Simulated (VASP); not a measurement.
Given:

```
CELL_PARAMETERS angstrom
      2.81749     0.00000     0.00000
      0.00000     2.81749     0.00000
      0.00000     0.00000     3.50828
ATOMIC_POSITIONS crystal
  Cu 0.00000 0.00000 0.00000
  Au 0.50000 0.50000 0.50000
```

These are vdW-DF-cx, VASP's PBE PAW potentials (set 64) (plane waves; VASP 6.6.1) values and carry that method's errors. Numerical set-up: 520 eV cut-off, 13×13×10 Γ-centred mesh, first-order Methfessel-Paxton smearing of 0.10 eV, potentials Cu Au.

Q: Give the stress tensor in GPa (positive for a compressed cell).

A: 
```
5.53  0.00  0.00
0.00  5.53  0.00
0.00  0.00  5.63
```
The pressure is its mean diagonal, 5.57 GPa.

The compound is CuAu in the L1_0 structure. This cell is one point of a volume scan, at 0.97 of the reference volume.
